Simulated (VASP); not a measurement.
**H2Mg: relaxation of the atoms with HSE06**

The system is H2Mg, in a box.

```
H Mg
1.0
    12.00000    0.00000    0.00000
     0.00000   12.30000    0.00000
     0.00000    0.00000   12.60000
H Mg
2 1
Direct
  0.50000 0.48780 0.34127
  0.50000 0.48780 0.61111
  0.50000 0.48780 0.47619
```

```json
{
  "Program": "VASP 6.6.1",
  "Task": "relaxation of the atoms",
  "Functional": "HSE06",
  "Potentials or basis": "VASP PAW PBE potentials, release 64 (H, Mg)",
  "Cutoff": "520 eV",
  "k mesh": "1 × 1 × 1",
  "Occupations": "gaussian, width 0.01 eV",
  "Spin": "no spin polarisation",
  "Dipole correction": "no",
  "Exchange at q = 0": "truncated",
  "Grid for exact exchange (PRECFOCK)": "Normal",
  "Screening parameter": "0.2079 1/A",
  "Further INCAR settings": "ALGO = Normal; EDIFF = 1e-06; IBRION = 2; EDIFFG = -0.01; NSW = 80"
}
```

```
Energy gained by relaxing       : 0.0 meV/atom
Ionic steps                     : 3
Gap between the frontier levels : 5.81 eV
```

The path:
```tsv
step	energy change (eV)	largest force (eV/Å)	pressure (GPa)
1	0.0000	0.0331	0.00
2	-0.0001	0.0186	0.00
3	-0.0001	0.0013	0.00
```

Final structure:
```
H Mg
1.0
    12.00000    0.00000    0.00000
     0.00000   12.30000    0.00000
     0.00000    0.00000   12.60000
H Mg
2 1
Direct
  0.50000 0.48780 0.34098
  0.50000 0.48780 0.61140
  0.50000 0.48780 0.47619
```

Levels at points of the mesh, in eV from the valence-band top:
```csv
k point,band 1,band 2,band 3,band 4,band 5,band 6
"(0.00, 0.00, 0.00)",-1.33,0.00,5.81,5.82,6.21,6.71
```

Run time: 8.5 min on 1 thread of Intel(R) Xeon(R) Platinum 8488C (Sapphire Rapids), with other jobs on the host, peak memory 1.5 GiB.

Caveat: the PAW data sets were made with another functional, which shifts forces and pressure a little.
